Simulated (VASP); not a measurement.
Method: r2SCAN meta-GGA, VASP's PBE PAW potentials (set 64) (plane waves; VASP).

VASP ran on this input.

**KPOINTS**
```
K-points
0
G
 5 5 3
```

**POSCAR**
```
Ba(CdP)2
1.0
  4.3741910888   0.0000000000   0.0000000000
 -2.1870955444   3.7881606789   0.0000000000
  0.0000000000   0.0000000000   7.4888351149
Ba Cd P
1 2 2
direct
  0.0000000000   0.0000000000   0.0000000000
  0.6666670000   0.3333330000   0.3695062564
  0.3333330000   0.6666670000   0.6304937436
  0.6666670000   0.3333330000   0.7353539107
  0.3333330000   0.6666670000   0.2646460893
```

### INCAR
```
ALGO = Normal
EDIFF = 1E-6
EDIFFG = -0.02
ENCUT = 400
IBRION = 2
ISIF = 3
ISMEAR = 0
LASPH = .TRUE.
LCHARG = .FALSE.
LMAXMIX = 4
LMIXTAU = .TRUE.
LREAL = .FALSE.
LWAVE = .FALSE.
METAGGA = R2SCAN
NELM = 100
NSW = 60
PREC = Accurate
SIGMA = 0.05
SYSTEM = Ba(CdP)2
```

POTCAR, in this order: Ba_sv Cd P (PBE.64 set). Program: vasp_std.

Energy and stress use the plane-wave basis of the starting cell.

**Question.** Estimate the energy per atom (σ→0), volume per atom.

**Answer.** 
| Property | Result |
|---|---|
| energy per atom (σ→0) | -17.638 eV/atom |
| volume per atom | 25.82 Å³/atom |

**OSZICAR**
```
...
DAV:   2    -0.881878376789E+02    0.55957E-03   -0.11187E-03   722   0.324E-01    0.800E-02
DAV:   3    -0.881878053988E+02    0.32280E-04   -0.25725E-04   698   0.139E-01    0.407E-02
DAV:   4    -0.881877173485E+02    0.88050E-04   -0.17646E-04   628   0.991E-02    0.108E-02
DAV:   5    -0.881877607889E+02   -0.43440E-04   -0.14665E-04   624   0.901E-02    0.889E-03
DAV:   6    -0.881877891435E+02   -0.28355E-04   -0.17533E-05   642   0.304E-02    0.348E-03
DAV:   7    -0.881877912805E+02   -0.21370E-05   -0.19070E-06   480   0.916E-03    0.143E-03
DAV:   8    -0.881877910740E+02    0.20652E-06   -0.48767E-07   352   0.574E-03
   6 F= -.88187791E+02 E0= -.88187791E+02  d E =-.144908E-03
```

The structure comes from a computed database's BaCd2P2 entry (P-3m1); how it stands against other phases isn't given here. This run relaxes it. Symmetry was kept, so distortions that lower it aren't found. The start is the result of an earlier pass.
